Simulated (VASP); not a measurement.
Data:

```xyz
3
Lattice="1.9053 -3.3000 0.0000 1.9053 3.3000 0.0000 0.0000 0.0000 6.8963" Properties=species:S:1:pos:R:3 pbc="T T T"
Zr     1.9053     3.3000     0.0000
Se     1.9053     1.1000     1.5769
Se     1.9053    -1.1000     5.3193
```

All values below come from PBE GGA, VASP's PBE PAW potentials (set 64) (plane waves; VASP). Run with 520 eV cut-off, Gaussian smearing of 0.050 eV, potentials Zr_sv Se.

Without a dispersion term in the relaxation, distances and binding between the weakly bound layers, chains or molecules are unreliable, and so is what depends on them.

Q: Give the energies of bands 7 to 15 at the high-symmetry points, in eV from the valence-band maximum.

A: 
| band | Γ | M | K | A | L | H |
|---|---|---|---|---|---|---|
| 7 | -4.24 | -4.40 | -3.46 | -3.73 | -4.44 | -3.44 |
| 8 | -2.51 | -2.99 | -3.38 | -2.50 | -3.23 | -3.44 |
| 9 | -2.51 | -2.51 | -3.38 | -2.50 | -2.48 | -3.33 |
| 10 | -0.48 | -2.40 | -2.14 | -1.61 | -2.45 | -2.05 |
| 11 | 0.00 | -1.73 | -2.14 | -0.04 | -1.22 | -2.02 |
| 12 | 0.00 | -1.11 | -1.83 | -0.04 | -1.02 | -2.02 |
| 13 | 1.11 | 0.57 | 1.80 | 1.10 | 0.44 | 1.82 |
| 14 | 1.11 | 2.54 | 2.52 | 1.10 | 2.54 | 2.30 |
| 15 | 1.57 | 2.89 | 2.52 | 1.89 | 2.88 | 2.30 |

The gap is indirect, 0.44 eV, from the valence maximum at Γ to the conduction minimum at L.

The compound is ZrSe2 in the 1T layered structure. It was relaxed first, which changed the volume by +15 %.
